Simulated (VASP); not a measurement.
These are PBEsol GGA, VASP's PBE PAW potentials (set 64) (plane waves; VASP) values and carry that method's errors.

Input for VASP

File POSCAR:
```
Mg2TeS
1
    2.1290652787     1.2292163736     7.0180726634
   -2.1290652787     1.2292163736     7.0180726634
    0.0000000000    -2.4584327474     7.0180726634
Mg Te S
2 1 1
Direct
  0.9904514467   0.9904514467   0.9904514467
  0.5104676509   0.5104676509   0.5104676509
  0.1225114990   0.1225114990   0.1225114990
  0.6265424035   0.6265424035   0.6265424035
```

File KPOINTS:
```
K-points
0
Gamma
11 11 11
0 0 0
```

**INCAR**
```
# general
SYSTEM  = Mg2TeS
PREC    = Accurate
ENCUT   = 400   # plane-wave cut-off (eV)
LREAL   = .FALSE.   # projection in real space or not
LASPH   = .TRUE.
NBANDS  = 36

# electronic loop
EDIFF   = 1E-7   # SCF stop (eV)
NELM    = 100
ALGO    = Normal   # blocked Davidson
LMAXMIX = 4

# smearing
ISMEAR  = 0   # Gaussian
SIGMA   = 0.01

# functional
GGA     = PS

# output
LWAVE   = .FALSE.
LCHARG  = .FALSE.
NEDOS   = 1001   # DOS grid

# other
LOPTICS = .TRUE.
CSHIFT  = 0.1
```

POTCAR, in this order: Mg Te S (PBE.64 set). Program: vasp_std.

Output of the run:

OSZICAR:
```
       N       E                     dE             d eps       ncg     rms          rms(c)
DAV:   1     0.441411786033E+02    0.44141E+02   -0.40694E+03 10544   0.276E+02
DAV:   2    -0.128060871710E+02   -0.56947E+02   -0.52821E+02 12900   0.697E+01
DAV:   3    -0.162787020302E+02   -0.34726E+01   -0.34302E+01 13100   0.166E+01
DAV:   4    -0.163188572165E+02   -0.40155E-01   -0.40144E-01 12876   0.197E+00
DAV:   5    -0.163195225744E+02   -0.66536E-03   -0.66534E-03 12684   0.236E-01    0.472E+00
DAV:   6    -0.156436443104E+02    0.67588E+00   -0.24433E-01 12324   0.193E+00    0.317E+00
DAV:   7    -0.155669782076E+02    0.76666E-01   -0.22232E-01 12684   0.125E+00    0.211E+00
DAV:   8    -0.155665793628E+02    0.39884E-03   -0.15149E-02 12824   0.632E-01    0.909E-01
DAV:   9    -0.155630900612E+02    0.34893E-02   -0.61802E-03 12240   0.308E-01    0.330E-01
DAV:  10    -0.155632640442E+02   -0.17398E-03   -0.14606E-03 11836   0.983E-02    0.245E-01
DAV:  11    -0.155632903106E+02   -0.26266E-04   -0.22173E-04 11964   0.421E-02    0.107E-01
DAV:  12    -0.155632977472E+02   -0.74366E-05   -0.31281E-05 12864   0.147E-02    0.616E-02
DAV:  13    -0.155632999685E+02   -0.22214E-05   -0.30313E-05 12264   0.154E-02    0.506E-02
DAV:  14    -0.155632977061E+02    0.22625E-05   -0.20294E-06 12872   0.415E-03    0.304E-02
DAV:  15    -0.155632964426E+02    0.12635E-05   -0.14472E-06 12716   0.340E-03    0.790E-03
DAV:  16    -0.155632963562E+02    0.86454E-07   -0.13862E-07 12296   0.112E-03
   1 F= -.15563296E+02 E0= -.15563296E+02  d E =-.504267E-15
 imaginary and real dielectric function
```

File OUTCAR:
```
------------------------ aborting loop because EDIFF is reached ----------------------------------------
  FORCE on cell =-STRESS in cart. coord.  units (eV):
  Direction    XX          YY          ZZ          XY          YZ          ZX
  --------------------------------------------------------------------------------------
  Total       -0.0142413     -0.0142413      0.0023222      0.0000000     -0.0000000      0.0000000
  in kB       -0.2070496     -0.2070496      0.0337621      0.0000000     -0.0000000      0.0000000
  external PRESSURE =      -0.1267790 kB  Pullay stress =       0.0000000 kB
  volume of cell :      110.20
      direct lattice vectors                 reciprocal lattice vectors
     2.129065279  1.229216374  7.018072663     0.234844842  0.135587737  0.047496421
    -2.129065279  1.229216374  7.018072663    -0.234844842  0.135587737  0.047496421
     0.000000000 -2.458432747  7.018072663     0.000000000 -0.271175474  0.047496421
 POSITION                                       TOTAL-FORCE (eV/Angst)
 -----------------------------------------------------------------------------------
      0.00000     -0.00000     20.85318         0.000000      0.000000     -0.001040
      0.00000     -0.00000     10.74750         0.000000     -0.000000      0.014431
      0.00000     -0.00000      2.57938         0.000000      0.000000     -0.012635
      0.00000     -0.00000     13.19136         0.000000      0.000000     -0.000756
 -----------------------------------------------------------------------------------
    total drift:                               -0.000000     -0.000001     -0.000650
  FREE ENERGIE OF THE ION-ELECTRON SYSTEM (eV)
  ---------------------------------------------------
  free  energy   TOTEN  =       -15.5632963562 eV

  energy  without entropy=      -15.5632963562  energy(sigma->0) =      -15.56329636

 plasma frequency squared (from intraband transitions) (eV^2)
  --------------------------------------------------------------------------------------
       0.000       0.000       0.000
       0.000       0.000      -0.000
       0.000      -0.000       0.000

 plasma frequency squared (from interband transitions, int dw w eps(2)(w)) (eV^2)
  --------------------------------------------------------------------------------------
     186.766       0.000      -0.000       0.000       0.000       0.000
      -0.000       0.000     186.766       0.000      -0.000      -0.000
       0.000      -0.000      -0.000       0.000     187.581       0.000
```
(Selected blocks of OUTCAR.)

The dielectric response may not be converged in the k-mesh; for small gaps it tends to come out too large.

The structure comes from a computed database's Mg2TeS entry (R3m); how it stands against other phases isn't given here. It was relaxed first.
